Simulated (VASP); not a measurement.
Consider the following.

```
CELL_PARAMETERS angstrom
      5.50958     0.00000     0.00000
      0.00000     5.50958     0.00000
      0.00000     0.00000     5.50958
ATOMIC_POSITIONS crystal
  Sc 0.00000 0.00000 0.00000
  I  0.50000 0.00000 0.00000
  I  0.00000 0.00000 0.50000
  I  0.00000 0.50000 0.00000
```

These are PBE GGA, VASP's PBE PAW potentials (set 64) (plane waves; VASP) values and carry that method's errors. Run with 400 eV cut-off, 2×2×2 Monkhorst-Pack mesh, Gaussian smearing of 0.050 eV, potentials Sc_sv I.

Question: Give the stress tensor in GPa (positive for a compressed cell).

Answer: 
```
4.80  0.00  0.00
0.00  4.80  0.00
0.00  0.00  4.80
```
The pressure is its mean diagonal, 4.80 GPa.

The structure was generated: ScI3 was put into the ReO3 type (Pm-3m), which need not be its known phase. The cell was not relaxed at this level. The k-mesh is coarse (spacing up to 0.57 per Å, 2π included), so the numbers may not be converged in it. The run is one of a series of settings (KPOINTS 2×2×2 Monkhorst-Pack mesh against the base run), some of them coarse on purpose.
